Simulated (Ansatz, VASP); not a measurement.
# Zr3Ag in VASP and in Ansatz

The input INCAR:

```
  ALGO = Normal
  EDIFF = 1E-7
  ENCUT = 520
  GGA = CA
  ISIF = 2
  ISMEAR = -1
  LASPH = True
  LCHARG = True
  LELF = True
  LREAL = False
  LVHAR = True
  LWAVE = False
  NBANDS = 32
  NELM = 60
  PREC = Accurate
  SIGMA = 0.15
```

The input KPOINTS:

```
k-points
0
Gamma
  5 5 5
```

File POSCAR:

```
Zr3Ag
1.0
    4.4165000000      0.0000000000      0.0000000000
    0.0000000000      4.4165000000      0.0000000000
    0.0000000000      0.0000000000      4.4165000000
Zr Ag
3 1
Direct
    0.5000000000      0.5000000000      0.0000000000
    0.0000000000      0.5000000000      0.5000000000
    0.5000000000      0.0000000000      0.5000000000
    0.0000000000      0.0000000000      0.0000000000
```

Input for Ansatz:

```yaml
crystal:
  lattice:
    - [4.4165, 0.0, 0.0]
    - [0.0, 4.4165, 0.0]
    - [0.0, 0.0, 4.4165]
  atoms:
    - { symbol: Zr, position: [0.5, 0.5, 0.0] }
    - { symbol: Zr, position: [0.0, 0.5, 0.5] }
    - { symbol: Zr, position: [0.5, 0.0, 0.5] }
    - { symbol: Ag, position: [0.0, 0.0, 0.0] }
kpoints:
  mp_grid:
    grid: [5, 5, 5]
hamiltonian:
  xc: lda
  pseudopotentials:
    kind: paw
scf:
  occupations:
    method: fermi_dirac
    width: 0.15
output:
  forces: true
  stress: true
  eigenvalues: true
```

The cell comes from a database or a generator and needn't be the stable form of this composition.

Alike in both runs: task single point; functional LDA; k mesh 5 × 5 × 5; occupations fermi-dirac, width 0.15 eV; no spin polarisation.

```csv
,VASP,Ansatz
version,VASP 6.6.1,Ansatz 0.2.0
potentials or method,"VASP PAW LDA potentials, release 64 (Zr_sv, Ag)","plane waves, PAW"
plane-wave cutoff (eV),520,420
valence electrons in the cell,47,55
```

Ansatz gave:

| Property | Result |
| --- | --- |
| gap on the k mesh at the Fermi level (eV) | none |
| pressure (GPa) | -7.7 |

Which values does VASP return?

gap on the k mesh at the Fermi level (eV): none; pressure (GPa): -7.6.

A gap of «none» marks a metal or a gap that the smearing closes. The two sets of potentials don't hold the same shells in valence.
